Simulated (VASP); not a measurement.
Calculation: PBE GGA with D3 dispersion (Becke-Johnson damping), VASP's PBE PAW potentials (set 64) (plane waves; VASP).

VASP input:

**INCAR**
```
# general
SYSTEM   =  GaSb
PREC     =  Accurate
ENCUT    =  520
LREAL    =  .FALSE.   # projection in real space or not
LASPH    =  .TRUE.

# electronic loop
EDIFF    =  1E-6   # SCF stop (eV)
NELM     =  100
ALGO     =  Normal   # blocked Davidson
LMAXMIX  =  4   # l cut-off of mixed one-centre charges

# smearing
ISMEAR   =  0   # Gaussian
SIGMA    =  0.05

# functional
GGA      =  PE   # PBE
IVDW     =  12

# ions
IBRION   =  2
NSW      =  60   # most ionic steps
ISIF     =  3
EDIFFG   =  -0.01   # ionic stop

# output
LWAVE    =  .FALSE.
LCHARG   =  .FALSE.
```

KPOINTS:
```
K-points
0
G
  7 7 7
0 0 0
```

POSCAR:
```
GaSb
1
    0.0000000000     3.0500000000     3.0500000000
    3.0500000000     0.0000000000     3.0500000000
    3.0500000000     3.0500000000     0.0000000000
Ga Sb
1 1
Direct
  0.0000000000   0.0000000000   0.0000000000
  0.2500000000   0.2500000000   0.2500000000
```

POTCAR, in this order: Ga_d Sb (PBE.64 set). Program: vasp_std.

What will the output report for the number of irreducible k-points (NKPTS), largest plane-wave count, number of space-group operations, FFT grid (NGX, NGY, NGZ)?

```
Property                                      Result
--------------------------------------  ------------
number of irreducible k-points (NKPTS)            20
largest plane-wave count                        1541
number of space-group operations                  24
FFT grid (NGX, NGY, NGZ)                32 × 32 × 32
```

The compound is GaSb in the zinc blende structure. This run relaxes it. Symmetry was kept, so distortions that lower it aren't found.
